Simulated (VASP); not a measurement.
Calculation: PBE GGA, VASP's PBE PAW potentials (set 64) (plane waves; VASP 6.6.1).

A VASP calculation is set up with these files.

POSCAR:
```
BAs
1
    0.0000000000     2.4378000000     2.4378000000
    2.4378000000     0.0000000000     2.4378000000
    2.4378000000     2.4378000000     0.0000000000
B As
1 1
Direct
  0.0000000000   0.0000000000   0.0000000000
  0.2500000000   0.2500000000   0.2500000000
```

**INCAR**
```
# general
SYSTEM   =  BAs
PREC     =  Normal
ENCUT    =  520
LREAL    =  .FALSE.
LASPH    =  .TRUE.

# electronic loop
EDIFF    =  1E-6
NELM     =  100
ALGO     =  Normal
LMAXMIX  =  4

# smearing
ISMEAR   =  0
SIGMA    =  0.05

# functional
GGA      =  PE

# ions
ISIF     =  2

# output
LWAVE    =  .FALSE.
LCHARG   =  .FALSE.
```

**KPOINTS**
```
Automatic mesh
0
Gamma
8 8 8
0 0 0
```

POTCAR, in this order: B As (PBE.64 set). Program: vasp_std.

Output of the run:

**OSZICAR**
```
       N       E                     dE             d eps       ncg     rms          rms(c)
DAV:   1     0.145836678703E+02    0.14584E+02   -0.39740E+03   464   0.885E+02
DAV:   2    -0.115630540197E+02   -0.26147E+02   -0.25057E+02   712   0.107E+02
DAV:   3    -0.119238617294E+02   -0.36081E+00   -0.36081E+00   488   0.173E+01
DAV:   4    -0.119245055432E+02   -0.64381E-03   -0.64381E-03   736   0.817E-01
DAV:   5    -0.119245056873E+02   -0.14416E-06   -0.14416E-06   488   0.878E-03    0.452E+00
DAV:   6    -0.114476436850E+02    0.47686E+00   -0.16264E+00   480   0.639E+00    0.225E+00
DAV:   7    -0.114021948234E+02    0.45449E-01   -0.15996E-01   648   0.246E+00    0.913E-01
DAV:   8    -0.113961685657E+02    0.60263E-02   -0.20498E-02   512   0.998E-01    0.105E-01
DAV:   9    -0.113964784357E+02   -0.30987E-03   -0.63547E-04   592   0.195E-01    0.580E-02
DAV:  10    -0.113966684603E+02   -0.19002E-03   -0.30181E-04   568   0.127E-01    0.154E-02
DAV:  11    -0.113966747545E+02   -0.62942E-05   -0.12930E-05   688   0.275E-02    0.119E-02
DAV:  12    -0.113966745732E+02    0.18135E-06   -0.25296E-06   480   0.113E-02
   1 F= -.11396675E+02 E0= -.11396675E+02  d E =-.138818E-12
```

File OUTCAR:
```
------------------------ aborting loop because EDIFF is reached ----------------------------------------
  FORCE on cell =-STRESS in cart. coord.  units (eV):
  Direction    XX          YY          ZZ          XY          YZ          ZX
  --------------------------------------------------------------------------------------
  Total       -0.8101066     -0.8101066     -0.8101066      0.0000000      0.0000000     -0.0000000
  in kB      -44.7948954    -44.7948954    -44.7948954      0.0000000      0.0000000     -0.0000000
  external PRESSURE =     -44.7948954 kB  Pullay stress =       0.0000000 kB
  volume of cell :       28.98
      direct lattice vectors                 reciprocal lattice vectors
     0.000000000  2.437800000  2.437800000    -0.205102962  0.205102962  0.205102962
     2.437800000  0.000000000  2.437800000     0.205102962 -0.205102962  0.205102962
     2.437800000  2.437800000  0.000000000     0.205102962  0.205102962 -0.205102962
  FREE ENERGIE OF THE ION-ELECTRON SYSTEM (eV)
  ---------------------------------------------------
  free  energy   TOTEN  =       -11.3966745732 eV

  energy  without entropy=      -11.3966745732  energy(sigma->0) =      -11.39667457
```
(Selected blocks of OUTCAR.)

The compound is BAs in the zinc blende structure. The cell was not relaxed at this level. The run is one of a series of settings (PREC = Normal against the base run), some of them coarse on purpose.
